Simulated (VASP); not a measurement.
# Be4Cr (Im-3m) in VASP: notebook

One crystal, Be4Cr, is run at these levels: PBE; tasks: single point.

Everything below comes from runs of VASP 6.6.1. Logs are shortened: lines on timing, memory, paths and dates and some standing lists are left out, and cuts for length are marked.

### Step 1. The crystal as given

Symmetry: Im-3m, No. 229, cubic system. The conventional cell has a = 5.207 Å, b = 5.207 Å, c = 5.207 Å, α = 90.00°, β = 90.00°, γ = 90.00°. Be (site symmetry -3m) is surrounded by 2 Cr at 2.25 Å. Cr (site symmetry m-3m) has 8 Be at 2.25 Å as nearest neighbours.

The cell was built by a generator and needn't be a form met in nature.

### Step 2. Single point, PBE, collinear spin, typed start

Contents of INCAR:

```
PREC = Accurate ; ENCUT = 520
EDIFF = 1E-7 ; ISMEAR = 0
SIGMA = 0.1 ; LREAL = F
LASPH = T ; NELM = 150
ALGO = Fast ; ISIF = 2
LWAVE = F ; LCHARG = F
ISPIN = 2 ; MAGMOM = -0.14 -0.14 -0.14 -0.14 -2.55
LORBIT = 11 ; LMAXMIX = 4
GGA = PE ; NBANDS = 22
```

Contents of KPOINTS:

```
regular mesh
0
Gamma
  10 10 10
```

Contents of POSCAR:

```
Be4Cr
1.0
   -2.6035621551      2.6035621551      2.6035621551
    2.6035621551     -2.6035621551      2.6035621551
    2.6035621551      2.6035621551     -2.6035621551
Be Cr
4 1
Direct
    0.0000000000      0.0000000000      0.5000000000
    0.0000000000      0.5000000000      0.0000000000
    0.5000000000      0.0000000000      0.0000000000
    0.5000000000      0.5000000000      0.5000000000
    0.0000000000      0.0000000000      0.0000000000
```

Potentials or basis: VASP PAW PBE potentials, release 64 (Be, Cr_pv).

Started as:

```sh
cat potpaw_PBE.64/Be/POTCAR potpaw_PBE.64/Cr_pv/POTCAR > POTCAR
mpirun -np 1 vasp_std > vasp.out
```

OUTCAR:

```text
PREC = Accurate
   ENCUT = 520
   EDIFF = 1E-7
   ISMEAR = 0
   LREAL = F
   LASPH = T
   NELM = 150
   ISIF = 2
   ISPIN = 2
   LORBIT = 11
   GGA = PE

 ion  position               nearest neighbor table
   1  0.000  0.000  0.500-   5 2.25   5 2.25
   2  0.000  0.500  0.000-   5 2.25   5 2.25
   3  0.500  0.000  0.000-   5 2.25   5 2.25
   4  0.500  0.500  0.500-   5 2.25   5 2.25
   5  0.000  0.000  0.000-   1 2.25   2 2.25   3 2.25   4 2.25   1 2.25   2 2.25   3 2.25   4 2.25

  LATTYP: Found a body centered cubic cell.
 ALAT       =     5.2071243102

  Lattice vectors:

 A1 = (  -2.6035621551,   2.6035621551,   2.6035621551)
 A2 = (   2.6035621551,  -2.6035621551,   2.6035621551)
 A3 = (   2.6035621551,   2.6035621551,  -2.6035621551)

Analysis of symmetry for initial positions (statically):
=====================================================================
 Subroutine PRICEL returns:
 Original cell was already a primitive cell.

 Routine SETGRP: Setting up the symmetry group for a
 body centered cubic supercell.

 Subroutine GETGRP returns: Found 48 space group operations
 (whereof 48 operations were pure point group operations)
 out of a pool of 48 trial point group operations.

The static configuration has the point symmetry O_h .

Analysis of symmetry for dynamics (positions and initial velocities):
=====================================================================
 Subroutine PRICEL returns:
 Original cell was already a primitive cell.

 Routine SETGRP: Setting up the symmetry group for a
 body centered cubic supercell.

 Subroutine GETGRP returns: Found 48 space group operations
 (whereof 48 operations were pure point group operations)
 out of a pool of 48 trial point group operations.

The dynamic configuration has the point symmetry O_h .

Analysis of structural, dynamic, and magnetic symmetry:
=====================================================================
 Subroutine PRICEL returns:
 Original cell was already a primitive cell.

 Routine SETGRP: Setting up the symmetry group for a
 body centered cubic supercell.

 Subroutine GETGRP returns: Found 48 space group operations
 (whereof 48 operations were pure point group operations)
 out of a pool of 48 trial point group operations.

The overall configuration has the point symmetry O_h .

 Subroutine INISYM returns: Found 48 space group operations
 (whereof 48 operations are pure point group operations),
 and found     1 'primitive' translations

----------------------------------------------------------------------------------------

                                     Primitive cell

  volume of cell :      70.5934

  direct lattice vectors                    reciprocal lattice vectors
    -2.603562155  2.603562155  2.603562155     0.000000000  0.192044580  0.192044580
     2.603562155 -2.603562155  2.603562155     0.192044580  0.000000000  0.192044580
     2.603562155  2.603562155 -2.603562155     0.192044580  0.192044580  0.000000000

  length of vectors
     4.509501933  4.509501933  4.509501933     0.271592049  0.271592049  0.271592049

  position of ions in fractional coordinates (direct lattice)
     0.000000000  0.000000000  0.500000000
     0.000000000  0.500000000  0.000000000
     0.500000000  0.000000000  0.000000000
     0.500000000  0.500000000  0.500000000
     0.000000000  0.000000000  0.000000000

  ion indices of the primitive-cell ions
   primitive index   ion index
                 1           1
                 2           2
                 3           3
                 4           4
                 5           5

----------------------------------------------------------------------------------------

 KPOINTS: regular mesh

Automatic generation of k-mesh.
 Grid dimensions read from file:
 generate k-points for:   10   10   10

 Generating k-lattice:

  Cartesian coordinates                     Fractional coordinates (reciprocal lattice)
     0.000000000  0.019204458  0.019204458     0.100000000  0.000000000  0.000000000
     0.019204458  0.000000000  0.019204458     0.000000000  0.100000000  0.000000000
     0.019204458  0.019204458  0.000000000     0.000000000  0.000000000  0.100000000

  Length of vectors
     0.027159205  0.027159205  0.027159205

  Shift w.r.t. Gamma in fractional coordinates (k-lattice)
     0.000000000  0.000000000  0.000000000

 Subroutine IBZKPT returns following result:
 ===========================================

 Found     47 irreducible k-points:

 Following reciprocal coordinates:
            Coordinates               Weight
  0.000000  0.000000  0.000000      1.000000
  0.100000  0.000000  0.000000     12.000000
  0.200000  0.000000  0.000000     12.000000
  0.300000  0.000000  0.000000     12.000000
  0.400000  0.000000  0.000000     12.000000
  0.500000  0.000000  0.000000      6.000000
[... 16 lines left out ...]
  0.300000  0.300000  0.100000      8.000000
 -0.300000  0.300000  0.100000     24.000000
 [... further k-points ...]
   k-points           NKPTS =     47   k-points in BZ     NKDIM =     47   number of bands    NBANDS=     22
   number of dos      NEDOS =    301   number of ions     NIONS =      5
   total plane-waves  NPLWV =  46656
   dimension x,y,z NGX =    36 NGY =   36 NGZ =   36
   dimension x,y,z NGXF=    72 NGYF=   72 NGZF=   72
   ions per type =               4   1
   NGX,Y,Z   is equivalent  to a cutoff of  13.27, 13.27, 13.27 a.u.
   NGXF,Y,Z  is equivalent  to a cutoff of  26.54, 26.54, 26.54 a.u.
 SYSTEM =  unknown system
   PREC   = accura    normal or accurate (medium, high low for compatibility)
   ISTART =      0    job   : 0-new  1-cont  2-samecut
   ICHARG =      2    charge: 1-file 2-atom 10-const
   ISPIN  =      2    spin polarized calculation?
   LNONCOLLINEAR =      F non collinear calculations
   LSORBIT =      F    spin-orbit coupling
   LASPH  =      T    aspherical Exc in radial PAW
   ENCUT  =  520.0 eV  38.22 Ry    6.18 a.u.   8.38  8.38  8.38*2*pi/ulx,y,z
   NELM   =    150;   NELMIN=  2; NELMDL= -5     # of ELM steps
   EDIFF  = 0.1E-06   stopping-criterion for ELM
   LREAL  =      F    real-space projection
   EDIFFG = 0.1E-05   stopping-criterion for IOM
   NSW    =      0    number of steps for IOM
   IBRION =     -1    ionic relax: 0-MD 1-quasi-New 2-CG
   NFREE  =      0    steps in history (QN), initial steepest desc. (CG)
   ISIF   =      2    stress and relaxation
   ISYM   =      2    0-nonsym 1-usesym 2-fastsym
   POTIM  = 0.5000    time-step for ionic-motion
   TEBEG  =    0.0;   TEEND  =   0.0 temperature during run
   PSTRESS=    0.0 pullay stress
   NELECT =      20.0000    total number of electrons
   NUPDOWN=      -1.0000    fix difference up-down
   EMIN   =  10.00;   EMAX   =-10.00  energy-range for DOS
   EFERMI =   0.00;   METHOD = LEGACY
   ISMEAR =     0;   SIGMA  =   0.10  broadening in eV -4-tet -1-fermi 0-gaus
   EFERMI_NEDOS =   21; number of points for ismear=-14 and -15
   IALGO  =     68    algorithm
   IMIX   =      4    mixing-type and parameters
     AMIX     =   0.40;   BMIX     =  1.00
     AMIX_MAG =   1.60;   BMIX_MAG =  1.00
  volume/ion in A,a.u.               =      14.12        95.28
  Fermi-wavevector in a.u.,A,eV,Ry     =   1.075219  2.031869 15.729636  1.156096
  Thomas-Fermi vector in A             =   2.211069
   LORBIT       =     11    0 simple, 1 ext, 2 COOP (PROOUT), +10 PAW based schemes
   GGA     = PE    functional components
   LHFCALC =     F    Hartree Fock is set to
   AEXX    =    0.0000 exact exchange contribution
   IVDW    =     0    specifies the selected vdW correction
   LEPSILON=     F    determine dielectric tensor
   LRPA    =     F    only Hartree local field effects (RPA)
 spin polarized calculation
 RMM-DIIS sequential band-by-band and
 Gauss-broadening in eV      SIGMA  =   0.10
  energy-cutoff  :      520.00
  volume of cell :       70.59
 maximum number of plane-waves:      1926
 NGX is ok and might be reduce to    36
   NGX = 17   NGY = 17   NGZ = 17

 number of electron      19.9999993 magnetization      -3.9988804

 Free energy of the ion-electron system (eV)
  ---------------------------------------------------
  ext. energy  EPLUGINS =         0.00000000
  ---------------------------------------------------
  free energy    TOTEN  =       -18.84489513 eV

  energy without entropy =      -18.82703937  energy(sigma->0) =      -18.83596725

 E-fermi :   3.0927     XC(G=0):  -9.3517

 val. band max:        3.0902223262   @ k =  -0.3000   0.4000   0.1000
 cond. band min:       3.1044710291   @ k =   0.2000   0.1000   0.0000
 fundamental gap:      0.0142487029
 Fermi energy:         3.0926876138

 spin component 1

 k-point     1 :       0.0000    0.0000    0.0000
  band No.  band energies     occupation
      1     -37.7437      1.00000
      2     -37.7437      1.00000
      3     -37.7437      1.00000
      4      -3.7004      1.00000
      5       2.9387      0.98526
      6       2.9387      0.98526
[... 14 lines left out ...]
     21      10.5815      0.00000
     22      12.5547      0.00000

 k-point     2 :       0.1000    0.0000    0.0000
  band No.  band energies     occupation
      1     -37.7437      1.00000
      2     -37.7437      1.00000
      3     -37.7437      1.00000
      4      -3.6040      1.00000
      5       2.6306      1.00000
      6       2.7099      1.00000
[... 14 lines left out ...]
     21      11.0225      0.00000
     22      12.2297      0.00000
[... 523 lines left out ...]
     21      12.6749      0.00000
     22      13.0052      0.00000

 k-point    24 :      -0.3000    0.3000    0.1000
  band No.  band energies     occupation
      1     -37.7436      1.00000
      2     -37.7432      1.00000
      3     -37.7430      1.00000
      4      -2.7472      1.00000
      5       0.7780      1.00000
      6       1.9181      1.00000
[... 14 lines left out ...]
     21      12.4167      0.00000
     22      13.5513      0.00000

 [... further k-points ...]

 spin component 2

 k-point     1 :       0.0000    0.0000    0.0000
  band No.  band energies     occupation
      1     -40.2694      1.00000
      2     -40.2694      1.00000
      3     -40.2694      1.00000
      4      -4.2674      1.00000
      5       1.2323      1.00000
      6       1.2323      1.00000
[... 14 lines left out ...]
     21      10.0959      0.00000
     22      12.1924      0.00000

 k-point     2 :       0.1000    0.0000    0.0000
  band No.  band energies     occupation
      1     -40.2694      1.00000
      2     -40.2693      1.00000
      3     -40.2693      1.00000
      4      -4.1728      1.00000
      5       1.1414      1.00000
      6       1.1455      1.00000
[... 14 lines left out ...]
     21      10.4827      0.00000
     22      11.7858      0.00000
[... 523 lines left out ...]
     21      12.1074      0.00000
     22      12.5573      0.00000

 k-point    24 :      -0.3000    0.3000    0.1000
  band No.  band energies     occupation
      1     -40.2692      1.00000
      2     -40.2689      1.00000
      3     -40.2687      1.00000
      4      -3.3389      1.00000
      5       0.1102      1.00000
      6       0.7348      1.00000
[... 14 lines left out ...]
     21      11.8824      0.00000
     22      13.0840      0.00000

 [... further k-points ...]

------------------------ aborting loop because EDIFF is reached ----------------------------------------

  FORCE on cell =-STRESS in cart. coord.  units (eV):
  Direction    XX          YY          ZZ          XY          YZ          ZX
  --------------------------------------------------------------------------------------
  -------------------------------------------------------------------------------------
  Total       -0.0071748     -0.0071748     -0.0071748      0.0000000      0.0000000      0.0000000
  in kB       -0.1628385     -0.1628385     -0.1628385      0.0000000      0.0000000      0.0000000
  external PRESSURE =      -0.1628385 kB  Pullay stress =       0.0000000 kB

 VOLUME and BASIS-vectors are now :
 -----------------------------------------------------------------------------
  energy-cutoff  :      520.00
  volume of cell :       70.59
      direct lattice vectors                 reciprocal lattice vectors
    -2.603562155  2.603562155  2.603562155     0.000000000  0.192044580  0.192044580
     2.603562155 -2.603562155  2.603562155     0.192044580  0.000000000  0.192044580
     2.603562155  2.603562155 -2.603562155     0.192044580  0.192044580  0.000000000

 POSITION                                       TOTAL-FORCE (eV/Angst)
 -----------------------------------------------------------------------------------
      1.30178      1.30178     -1.30178         0.000000      0.000000     -0.000000
      1.30178     -1.30178      1.30178        -0.000000      0.000000     -0.000000
     -1.30178      1.30178      1.30178         0.000000     -0.000000      0.000000
      1.30178      1.30178      1.30178        -0.000000     -0.000000     -0.000000
      0.00000      0.00000      0.00000         0.000000     -0.000000      0.000000
 -----------------------------------------------------------------------------------
    total drift:                               -0.000000     -0.000000     -0.000000

  FREE ENERGIE OF THE ION-ELECTRON SYSTEM (eV)
  ---------------------------------------------------
  free  energy   TOTEN  =       -18.8448951321 eV

  energy  without entropy=      -18.8270393669  energy(sigma->0) =      -18.83596725

 total charge

# of ion       s       p       d       tot
------------------------------------------
    1        0.468   0.445   0.000   0.913
    2        0.468   0.445   0.000   0.913
    3        0.468   0.445   0.000   0.913
    4        0.468   0.445   0.000   0.913
    5        0.432   6.383   4.201  11.017
--------------------------------------------------
tot          2.303   8.165   4.201  14.669

 magnetization (x)

# of ion       s       p       d       tot
------------------------------------------
    1       -0.012  -0.117   0.000  -0.129
    2       -0.012  -0.117   0.000  -0.129
    3       -0.012  -0.117   0.000  -0.129
    4       -0.012  -0.117   0.000  -0.129
    5       -0.027  -0.211  -2.554  -2.793
--------------------------------------------------
tot         -0.076  -0.678  -2.554  -3.308
```

Run time: 83 s. Hardware: 1 thread of Intel Xeon 6975P-C (Granite Rapids), shared host; peak memory 0.3 GiB.

What came out:

```
Free energy                                           : -18.8449 eV
Pressure                                              : 0.0 GPa
Band gap on the k mesh                                : none (metal or under the smearing width)
Net moment                                            : -4.00 μB per cell
Site moments                                          : Be -0.13; Cr -2.79 μB
Valence electrons inside the program's atomic spheres : Be 0.91; Cr 11.02
```

Levels at points of the mesh, in eV from the Fermi level:
Spin up:
```
           k point  band 4  band 5  band 6  band 7  band 8  band 9  band 10  band 11  band 12  band 13
(0.00, 0.00, 0.00)   -6.79   -0.15   -0.15   -0.15    0.86    0.86     0.86     1.29     1.29     1.29
(0.50, 0.00, 0.00)   -4.60   -4.28   -1.38   -1.03   -0.04    0.09     0.26     0.80     0.91     3.53
(0.50, 0.50, 0.50)   -2.73   -2.73   -2.62   -1.81   -1.81   -1.81    -0.10    -0.10    -0.10     3.37
```
Spin down:
```csv
k point,band 8,band 9,band 10,band 11,band 12,band 13,band 14,band 15,band 16,band 17
"(0.00, 0.00, 0.00)",-0.96,-0.96,-0.14,-0.14,-0.14,1.31,1.31,1.31,5.68,5.68
"(0.50, 0.00, 0.00)",-1.68,-1.28,-1.21,-0.87,-0.52,2.16,2.72,3.00,4.92,5.87
"(0.50, 0.50, 0.50)",-2.34,-2.34,-1.89,-1.89,-1.89,1.31,1.31,5.76,5.76,5.76
```

### Step 3. Single point, PBE, collinear spin, typed start (species swapped into the CrGa4 type (Im-3m, No. 229))

Contents of INCAR:

```
SYSTEM = Be4Cr
PREC = Accurate
ENCUT = 520
EDIFF = 1E-6
ISMEAR = 0
SIGMA = 0.1
LREAL = .FALSE.
LASPH = .TRUE.
NELM = 150
ALGO = Fast
ISIF = 2
LWAVE = .FALSE.
LCHARG = .TRUE.
ISPIN = 2
MAGMOM = 0 0 0 0 3
LORBIT = 11
LMAXMIX = 4
GGA = PE
LELF = .TRUE.
LVHAR = .TRUE.
NBANDS = 22
```

Contents of KPOINTS:

```
Automatic mesh
0
G
  6 6 6
  0 0 0
```

POSCAR, as its differences from that of step 2:

```diff
@@ -2,5 +2,5 @@
 1.0
-   -2.6035621551      2.6035621551      2.6035621551
-    2.6035621551     -2.6035621551      2.6035621551
-    2.6035621551      2.6035621551     -2.6035621551
+   -2.1814546100      2.1814546100      2.1814546100
+    2.1814546100     -2.1814546100      2.1814546100
+    2.1814546100      2.1814546100     -2.1814546100
 Be Cr
```

Potentials or basis: VASP PAW PBE potentials, release 64 (Be, Cr_pv).

Started as:

```sh
cat potpaw_PBE.64/Be/POTCAR potpaw_PBE.64/Cr_pv/POTCAR > POTCAR
mpirun -np 1 vasp_std > vasp.out
```

Run time: 2.3 min. Hardware: 1 thread of Intel Xeon 6975P-C (Granite Rapids), shared host; peak memory 0.18 GiB.

It converged, with:

| Quantity | Value |
| --- | --- |
| Free energy | -14.4530 eV |
| Pressure | 68.9 GPa |
| Band gap on the k mesh | none (metal or under the smearing width) |
| Net moment | 0.40 μB per cell |
| Site moments | Be +0.01; Cr +0.32 μB |
| Valence electrons inside the program's atomic spheres | Be 1.38; Cr 12.34 |

Levels at points of the mesh, in eV from the Fermi level:
Spin up:
```tsv
k point	band 8	band 9	band 10	band 11	band 12	band 13
(0.00, 0.00, 0.00)	0.11	0.11	1.02	1.02	1.02	1.30
(0.50, 0.00, 0.00)	-1.04	-0.54	-0.51	-0.31	0.97	4.95
(0.50, 0.50, 0.50)	-1.58	-1.58	-1.17	-1.17	-1.17	4.12
```
Spin down:
| k point | band 8 | band 9 | band 10 | band 11 | band 12 | band 13 |
| --- | --- | --- | --- | --- | --- | --- |
| (0.00, 0.00, 0.00) | 0.43 | 0.43 | 1.02 | 1.02 | 1.02 | 1.42 |
| (0.50, 0.00, 0.00) | -0.89 | -0.49 | -0.22 | -0.08 | 1.07 | 5.03 |
| (0.50, 0.50, 0.50) | -1.44 | -1.44 | -1.11 | -1.11 | -1.11 | 4.44 |

Caveat: a pressure of tens of GPa on the cell as given is suspect, and the run, the potentials or the cell itself is likely at fault.
